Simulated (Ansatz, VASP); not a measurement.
# Ge in two plane-wave programs, part 2 of 2

Wanted: the spread between two codes on one cell, functional and k mesh. The cell is taken from a series of runs on this material, whose earlier steps may have relaxed, scaled, displaced or heated it; both programs get it as it stands.

VASP 6.6.1 and Ansatz 0.2.0.

So far: Set-up; VASP: single point, HSE06.

### 3. Ansatz: single point, HSE06

Level of this step: Ansatz beside VASP: Kohn-Sham DFT, plane waves, HSE06 (Ansatz).

Ansatz runs on its PAW soft_1 files.

The same cell, functional, mesh and smearing now go to Ansatz.

File input.yaml:

```yaml
crystal:
  lattice:
    - [0.0, 2.8751609522, 2.8751609522]
    - [2.8751609522, 0.0, 2.8751609522]
    - [2.8751609522, 2.8751609522, 0.0]
  atoms:
    - { symbol: Ge, position: [0.5, 0.5, 0.5] }
    - { symbol: Ge, position: [0.75, 0.75, 0.75] }
kpoints:
  mp_grid: { grid: [6, 6, 6] }
scf:
  occupations: { method: fermi_dirac, width: 0.02 }
hamiltonian:
  xc: hse06
  pseudopotentials: { kind: paw, azcp: { folder: soft_1 } }
basis:
  ecutwfc: 600
output:
  forces: true
  stress: true
```

Run with:

```sh
$ ansatz run input.yaml --threads 8 --pin off --max-ram 18432MiB --backend cpu --events-out ev --progress --plain --runs-dir out
```

Numbers of over 12 decimals in the logs are rounded to 6 here.

The program printed:

```text
Warning: output.stress: scf.convergence.dr2_threshold = 1e-7 eV (the SCF's general default) is looser than the 2e-10 eV advised for a printed stress (1e-10 eV for each atom of the cell: 2). What an SCF threshold leaves in a stress goes as its square root, and in the free energy as the threshold itself, and one threshold admits the most on a small cell: [figures from the program's tests cut] Set scf.convergence.dr2_threshold to 2e-10 eV or tighter. The threshold is an SCF's pass mark: one that does not reach it within its budget of iterations ends unconverged, or closes short of it on a stop that the run arms, and scf.convergence.dr2_threshold's page says what that costs each kind of run
Warning: output.stress: scf.exx.energy_threshold = 1e-6 eV is looser than the 2e-8 eV advised for a stress under a hybrid functional (1e-8 eV for each atom of the cell: 2). Every SCF of the exchange loop can meet its threshold on dr2 while the loop round them stops early: no threshold on dr2 bounds what that leaves in the stress. Set scf.exx.energy_threshold to 2e-8 eV or tighter. The threshold is the loop's pass mark: a loop that does not reach it within its budget of cycles ends unconverged, and scf.exx.energy_threshold's page has the law
Engine: ansatz 0.2.0, aarch64-unknown-linux-gnu
Pseudopotentials: kind: paw
Pseudopotential: Ge, paw, valence charge 14, recommended cutoff 420 eV (normal), soft_1/Ge.paw.azcp
Functional definition: HSE06
  parameter a = 0.25
  parameter omega = 0.11/bohr
  exchange = pbe_x - a*pbe_x_sr(omega) + a*exact_x_sr(omega)
  correlation = pbe_c
Crystal: 2 atoms, lattice volume = 47.535 Å³
Basis set: ecut = 600 eV, 1591 PW (Γ), exchange–correlation on 72×72×72 points (8 copies of the dense FFT grid, shifted against one another)
Bands: 18, of which v1, the nominal top of the filled ones, is band 14 counted from 1 (13 counted from 0)
Symmetry: 48 space group operations
Space group: Fd-3m (ITA 227), of the structure as read, at distance tolerance 3.6e-5 Å
k-points: 16 of 216
Non-local potential: Ge, projectors of the file, l = 0: 2, l = 1: 2, l = 2: 3, l = 3: 1
PAW form: soft (Blöchl's): semilocal exchange-correlation on the pseudo side does not see the compensation charge
PAW frozen core: Ge, regenerated for the run's functional, and the local potential with it (the file was generated under x = pbe(κ = 0.804, μ = 0.219515), c = pbe(β = 0.066725))
PAW one-centre angular grid: Ge, 590 points (default); XC on 64 Gauss nodes
Initial density: superposition of atomic densities (chi_scale 0.1, normalization cell)
Initial wavefunctions: pseudopotential atomic-orbital guess
Functional: x = pbe(κ = 0.804, μ = 0.219515), c = pbe(β = 0.066725), warm-up for x = pbe(κ = 0.804, μ = 0.219515) + 0.25 (exact − pbe) at short range (hse, ω = 0.207870 Å⁻¹), c = pbe(β = 0.066725); HSE06 as pw.x's `hse` composes it (authors' and Libxc's form: `xc: wpbeh`)
SCF iter   1: F=—  HF=-8589.942413 eV  |F-HF|=—  |Δ(HF+E_count)|=         —  Δρ=3.36e-2  dr2=4.24e-1  ethr=1.00e-1  ⟨swp⟩=4.8  Hψ=781  notcnv=0
preconditioner: auto → none  [insulator: Δε(μ)=0.068 eV  Ē_g=23.124 eV  σ=0.020 eV  W_gap=0.54  n_scr=14 (ndim 8)  ℏωp=28.5 eV  f_vac=0.000  D(μ)=0.41/eV (n_scr^D=0)]
SCF iter   2: F=—  HF=-8589.939194 eV  |F-HF|=—  |Δ(HF+E_count)|=   3.22e-3  Δρ=1.70e-2  dr2=9.47e-2  ethr=1.51e-3  ⟨swp⟩=4.0  Hψ=671  notcnv=0  defer=2
preconditioner: auto → Kerker (q_TF=auto, 2.498 Å⁻¹)  [metal: Δε(μ)=0.044 eV  Ē_g=23.194 eV  σ=0.020 eV  W_gap=0.42  n_scr=14 (ndim 8)  ℏωp=28.5 eV  f_vac=0.029  D(μ)=0.52/eV (n_scr^D=0)]
iter 3 solved again at ethr=4.08e-6 eV; its pass at ethr=3.38e-4 eV (dr2=1.14e-3 eV) is discarded
SCF iter   3: F=—  HF=-8589.941441 eV  |F-HF|=—  |Δ(HF+E_count)|=   2.25e-3  Δρ=1.70e-3  dr2=1.16e-3  ethr=4.08e-6  ⟨swp⟩=4.1  Hψ=1530  notcnv=0  defer=1
SCF iter   4: F=—  HF=-8589.939743 eV  |F-HF|=—  |Δ(HF+E_count)|=   1.70e-3  Δρ=1.51e-3  dr2=6.39e-4  ethr=4.08e-6  ⟨swp⟩=4.0  Hψ=827  notcnv=0
SCF iter   5: F=—  HF=-8589.939755 eV  |F-HF|=—  |Δ(HF+E_count)|=   1.26e-5  Δρ=6.59e-4  dr2=1.66e-4  ethr=2.28e-6  ⟨swp⟩=3.4  Hψ=819  notcnv=0
SCF iter   6: F=—  HF=-8589.939674 eV  |F-HF|=—  |Δ(HF+E_count)|=   8.12e-5  Δρ=2.42e-4  dr2=1.83e-5  ethr=5.92e-7  ⟨swp⟩=2.7  Hψ=535  notcnv=0
SCF iter   7: F=—  HF=-8589.939667 eV  |F-HF|=—  |Δ(HF+E_count)|=   6.63e-6  Δρ=4.87e-5  dr2=7.51e-7  ethr=6.53e-8  ⟨swp⟩=4.0  Hψ=906  notcnv=0
SCF iter   8: F=—  HF=-8589.939668 eV  |F-HF|=—  |Δ(HF+E_count)|=   1.05e-7  Δρ=1.63e-5  dr2=1.14e-7  ethr=2.68e-9  ⟨swp⟩=2.8  Hψ=538  notcnv=0
SCF iter   9: F=—  HF=-8589.939668 eV  |F-HF|=—  |Δ(HF+E_count)|=   1.78e-8  Δρ=4.08e-6  dr2=4.08e-9  ethr=4.07e-10  ⟨swp⟩=4.0  Hψ=606  notcnv=0
[...]
SCF 1 converged in 11 iterations: F = -8589.939668 eV  dr2 = 1.42e-10
  greatest PAW one-centre occupation: 0.998 electrons in one spin orbital (limit 2), on the Ge atom at site 1 (counted from 0), in its partial waves of l = 2
Initial density: handed on by an earlier stage of this run
Initial wavefunctions: those handed on with the density
Functional: x = pbe(κ = 0.804, μ = 0.219515) + 0.25 (exact − pbe) at short range (hse, ω = 0.207870 Å⁻¹), c = pbe(β = 0.066725); HSE06 as pw.x's `hse` composes it (authors' and Libxc's form: `xc: wpbeh`)
Exchange kernel: α = 0.2500, screened, ω = 0.2079 Å⁻¹, Wigner–Seitz truncation, v(0) = 1046.6983 eV·Å³, q-mesh 6×6×6, nearest image of the exchange supercell L = 24.40 Å, pair-density grid 20×20×20, without the augmentation charges, whose exchange is taken in its separable form by FFT convolution over the k-point mesh (sized by the pseudopotential files, 27×27×27 at the most), smooth part of the exact exchange by density-matrix convolution
Frozen-core exchange: fock
iter 1 solved again at ethr=2.00e-5 eV; its pass at ethr=1.00e-1 eV (dr2=5.59e-3 eV) is discarded
SCF iter   1: F=—  HF=-8591.697105 eV  |F-HF|=—  |Δ(HF+E_count)|=         —  Δρ=9.60e-3  dr2=1.36e-2  ethr=2.00e-5  ⟨swp⟩=4.8  Hψ=1700  notcnv=0
eigensolver tolerance schedule calibrated: the retry pair's looser diagonalisation under-reported the residual by θ = 0.56 (0.15/decade); ethr = c·dr2/N_el runs at the constant in force after the calibration composes with the one it found (an armed cap, an earlier calibration), c = 4.4e-2
preconditioner: auto → none  [insulator: Δε(μ)=0.200 eV  Ē_g=26.624 eV  σ=0.020 eV  W_gap=0.98  n_scr=14 (ndim 8)  ℏωp=28.5 eV  f_vac=0.084  D(μ)=0.01/eV (n_scr^D=0)]
SCF iter   2: F=—  HF=-8591.690086 eV  |F-HF|=—  |Δ(HF+E_count)|=   7.02e-3  Δρ=4.06e-3  dr2=2.52e-3  ethr=1.98e-5  ⟨swp⟩=4.1  Hψ=913  notcnv=0
SCF iter   3: F=—  HF=-8591.690866 eV  |F-HF|=—  |Δ(HF+E_count)|=   7.80e-4  Δρ=1.38e-3  dr2=3.53e-4  ethr=3.85e-6  ⟨swp⟩=3.1  Hψ=702  notcnv=0
SCF iter   4: F=—  HF=-8591.690858 eV  |F-HF|=—  |Δ(HF+E_count)|=   7.93e-6  Δρ=4.88e-4  dr2=3.42e-5  ethr=5.49e-7  ⟨swp⟩=4.0  Hψ=973  notcnv=0
SCF iter   5: F=-8591.690832 eV  HF=-8591.690832 eV  |F-HF|=7.01e-8  |Δ(HF+E_count)|=   2.63e-5  Δρ=3.46e-5  dr2=2.09e-7  ethr=5.28e-8  ⟨swp⟩=4.0  Hψ=898  notcnv=0
SCF 2 stopped early in 5 iterations: F = -8591.690832 eV  dr2 = 2.09e-7
hybrid outer 1: dexx = +1.228e-2 eV, tail = 6.50e-5 eV
Exchange kernel: α = 0.2500, screened, ω = 0.2079 Å⁻¹, Wigner–Seitz truncation, v(0) = 1046.6983 eV·Å³, q-mesh 6×6×6, nearest image of the exchange supercell L = 24.40 Å, pair-density grid 20×20×20, without the augmentation charges, whose exchange is taken in its separable form by FFT convolution over the k-point mesh (sized by the pseudopotential files, 27×27×27 at the most), smooth part of the exact exchange by density-matrix convolution
Frozen-core exchange: fock
SCF iter   1: F=—  HF=-8591.691224 eV  |F-HF|=—  |Δ(HF+E_count)|=         —  Δρ=8.65e-5  dr2=1.32e-6  ethr=1.16e-6  ⟨swp⟩=3.6  Hψ=651  notcnv=0
preconditioner: auto → none  [insulator: Δε(μ)=0.366 eV  Ē_g=26.439 eV  σ=0.020 eV  W_gap=1.00  n_scr=14 (ndim 8)  ℏωp=28.5 eV  f_vac=0.084  D(μ)=0.00/eV (n_scr^D=0)]
SCF iter   2: F=—  HF=-8591.691226 eV  |F-HF|=—  |Δ(HF+E_count)|=   1.93e-6  Δρ=4.39e-5  dr2=3.66e-7  ethr=4.47e-9  ⟨swp⟩=4.0  Hψ=892  notcnv=0
SCF iter   3: F=—  HF=-8591.691226 eV  |F-HF|=—  |Δ(HF+E_count)|=   3.46e-8  Δρ=1.19e-5  dr2=2.26e-8  ethr=1.28e-9  ⟨swp⟩=2.0  Hψ=517  notcnv=0
SCF iter   4: F=-8591.691226 eV  HF=-8591.691226 eV  |F-HF|=2.89e-9  |Δ(HF+E_count)|=   5.02e-9  Δρ=2.93e-6  dr2=2.76e-9  ethr=7.94e-11  ⟨swp⟩=3.6  Hψ=766  notcnv=0  defer=1
SCF 3 converged in 4 iterations: F = -8591.691226 eV  dr2 = 2.76e-9
  Residual-converged pass: ⟨swp⟩=3.0  Hψ=592  notcnv=0  max |occ|·‖R‖ = 2.4e-6 eV (tolerance 2.4e-6 eV)  dr2=2.89e-9  dr2_onsite=1.73e-9  max |Δocc| = 4.4e-16
hybrid outer 2: dexx = +9.410e-7 eV, tail = 2.96e-8 eV, Δε = 3.74e-3 eV (about 1.27e-4 eV left of the loop's levels)
hybrid SCF converged: 2 outer / 9 inner (+11 warm-up), last move |dexx| = 9.41e-7 eV, tail = 2.96e-8 eV
Stability not checked: this state was not tested for a lower state beside it, because the functional holds exact exchange (a hybrid, or Hartree-Fock), whose exchange loop this test does not read (fock_operator; see scf.lower_state_search)
Free energy (F): -8591.691226 eV
Frozen-core exchange: fock
Harris-Foulkes:  -8591.691226 eV  (|F-HF|=2.89e-9)
Internal energy: -8591.691226 eV  (E = F + TS)
E sigma→0 (E₀):  -8591.691226 eV
Entropy (-TS):   -0.000001 eV (-0.000 meV/atom)
Fermi energy:    7.801720 eV
--- Per-component energies (eV) ---
  E_band       = -391.255906
  E_kinetic    = 182.623964
  E_local      = -4571.426346  (includes V_loc(G=0)·N_el)
  E_nonlocal   = 434.055096
  E_hartree    = 2177.675069
  E_xc         = -114.899549
  E_vxc        = -103.807038  (∫ρ·V_xc dr)
  E_exx        = -108.890371  (= α·E_x^exact, valence–valence)
  E_paw        = -3946.189946  (= ΣΔE_a)
  E_vpaw       = -470.269334  (= ΣTr[D̂ρ^β])
  E_aug_tail   = 0.000002  (compensation charges beyond the density's cutoff)
  E_ewald      = -2643.908418
  E_core_change = -0.730735  (= ΣΔE_core)
  E_smearing   = -0.000001  (= −TS)
  E_closure    = 0.000008  (closes the sum)
  Σ components = -8591.691226   (vs F -8591.691226, Δ=1.82e-12)
--- Forces (eV/Å), atoms counted from 1 ---
  atom   1  Ge    -0.00000000    -0.00000000    -0.00000000
  atom   2  Ge     0.00000000    -0.00000000    -0.00000000
  max |Σ_I F_I| component: 2.54e-17 eV/Å
--- Stress (GPa, compression-positive) ---
       -2.389766       0.000000      -0.000000
        0.000000      -2.389766       0.000000
        0.000000       0.000000      -2.389766
  P = ⅓ Tr σ = -2.3898 GPa (-23.898 kbar)
--- Band table (eV; the first three rows and the last of 16) ---
  k-point 0: bands = [... 10 lower, -6.0550, 7.6070, 7.6070, 7.6070, 7.9745, 10.7864]
  k-point 1: bands = [... 10 lower, -5.6986, 4.3143, 7.0916, 7.0916, 9.0278, 11.4825]
  k-point 2: bands = [... 10 lower, -4.7117, 1.1569, 6.4169, 6.4169, 8.4783, 12.0456]
  k-point 15: bands = [... 10 lower, -1.8404, -1.8404, 3.7825, 3.7825, 10.9076, 10.9076]
  guard bands above this table: 2 of the run's 18 bands. The solve was not asked for them (output.publish_guard_bands: true or output.eigenvalues: true publishes all)
```

The run ends at a pressure of -2.39 GPa.

### 4. Side by side

Known differences besides the potentials themselves: exact exchange at q = 0 is treated differently, which shows on coarse meshes; VASP keeps PBE cores, Ansatz makes them for the functional; the cutoff is 600 eV in Ansatz and 410 eV in VASP; VASP takes a coarser grid for exact exchange (PRECFOCK = Fast). Total energies have different zeros and are not compared.

Both answers:

| quantity | Ansatz | VASP | difference |
| --- | --- | --- | --- |
| pressure (GPa) | -2.39 | -2.72 | +0.33 |
| gap on the k mesh (eV) | 0.367 | 0.377 | -0.010 |

A gap on the mesh is an upper bound, since the band edges may lie between its points.

### 5. Summary of results

- difference in gap on the k mesh (single point, HSE06): -0.0099 eV

What this shows: The difference in gap on the k mesh is -0.0099 eV (single point, HSE06), within the 0.08 eV picked in this series as the mark of a large difference. Such differences can come from data sets, numerical settings and the points named under the comparisons, not from the functional's error against experiment.

[Lines on the potential files, build, host, timing and source positions are cut from VASP's logs without a mark.]

[Logs are printed without paths, hosts, clocks, repeated set-up lines and the standing remarks that a program may print on its own settings, such as how far it seeks lower states.]

[Hosts, paths, dates, database ids (printed as entryN), source tags and the programs' standing remarks are cut or masked in the printed files.]
